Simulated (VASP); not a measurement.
A convergence study with VASP on TiAl (L1_0): one setting is varied, all else stays as given below, so the limit is that of these other settings. Each run relaxes cell and ions from the cell shown.

```yaml
crystal:
  lattice:
    - [2.83000, 0.00000, 0.00000]
    - [0.00000, 2.83000, 0.00000]
    - [0.00000, 0.00000, 4.07000]
  atoms:
    - { symbol: Ti, position: [0.00000, 0.00000, 0.00000] }
    - { symbol: Al, position: [0.50000, 0.50000, 0.50000] }
```

All values below come from PBE GGA, VASP's PBE PAW potentials (set 64) (plane waves; VASP). The tightest run used: 550 eV cut-off, 17×17×12 Γ-centred mesh, first-order Methfessel-Paxton smearing of 0.10 eV, potentials Ti_sv Al.

```
setting     relaxed volume (Å³/atom)  E (eV/atom)  irreducible k-points
----------  ------------------------  -----------  --------------------
2×2×1 mesh                    15.678      -6.2097                     3
3×3×2 mesh                    15.943      -6.1902                     6
4×4×3 mesh                    16.173      -6.1604                    12
```

Task: These are the cheaper rows. Estimate the results at 17×17×12 mesh, and how far the last row shown lies from them.

Result: 
```json
[
 {"quantity": "relaxed volume (Å³/atom)", "tightest run": "16.227", "last row shown is off by": "-0.054"},
 {"quantity": "E (eV/atom)", "tightest run": "-6.1954", "last row shown is off by": "0.0349"}
]
```

Left out are rungs that failed or repeat a setting and relaxations that didn't move; long series are thinned to 24 rows.

The compound is TiAl in the L1_0 structure. The electron count is odd and the run is not spin-polarised, which forces a metal.
